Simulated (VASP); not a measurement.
Here is the system:

```
CELL_PARAMETERS angstrom
      2.99069     0.00000     0.00000
     -1.49535     2.59002     0.00000
      0.00000     0.00000     5.19911
ATOMIC_POSITIONS crystal
  Ni 0.33333 0.66667 0.00397
  Ni 0.66667 0.33333 0.50397
  C  0.33333 0.66667 0.37103
  C  0.66667 0.33333 0.87103
```

Level of theory: r2SCAN meta-GGA, VASP's PBE PAW potentials (set 64) (plane waves; VASP 6.6.1). Run with 520 eV cut-off, 13×13×7 Γ-centred mesh, tetrahedra with Blöchl corrections, potentials Ni C.

Question: Tabulate the total density of states (states/eV per cell) against energy (eV; zero at the valence-band maximum or, without a gap, the Fermi level).

Answer: 
(E (eV), DOS (states/eV)): (-9.94, 0.00); (-9.73, 0.00); (-9.53, 0.00); (-9.22, 0.00); (-9.01, 0.00); (-8.81, 0.00); (-8.60, 0.00); (-8.40, 0.00); (-8.09, 0.00); (-7.88, 0.00); (-7.68, 0.00); (-7.47, 0.00); (-7.27, 0.00); (-6.96, 0.00); (-6.75, 0.00); (-6.55, 0.47); (-6.34, 3.17); (-6.13, 7.91); (-5.83, 3.65); (-5.62, 1.47); (-5.42, 0.84); (-5.21, 1.73); (-5.00, 9.30); (-4.70, 7.74); (-4.49, 4.21); (-4.28, 4.35); (-4.08, 3.44); (-3.87, 2.59); (-3.56, 0.00); (-3.36, 2.55); (-3.15, 4.51); (-2.95, 7.97); (-2.64, 10.4); (-2.43, 5.06); (-2.23, 3.60); (-2.02, 0.19); (-1.82, 2.21); (-1.51, 1.98); (-1.30, 1.90); (-1.10, 2.27); (-0.89, 1.88); (-0.69, 2.03); (-0.38, 1.61); (-0.17, 1.39); (0.03, 2.18); (0.24, 2.53); (0.45, 1.97); (0.75, 2.21); (0.96, 1.90); (1.17, 2.53); (1.37, 2.78); (1.58, 3.21); (1.89, 2.51); (2.09, 2.26); (2.30, 2.12); (2.50, 2.04); (2.71, 2.03); (3.02, 1.39); (3.22, 1.20); (3.43, 1.03)
Within 2 eV below the Fermi level the largest weight inside VASP's projection spheres is Ni d.

The structure was generated: NiC was put into the wurtzite type (P6_3mc), which need not be its known phase. It was relaxed first, which changed the volume by -18 %. The run is not spin-polarised, so no magnetic state was tried.
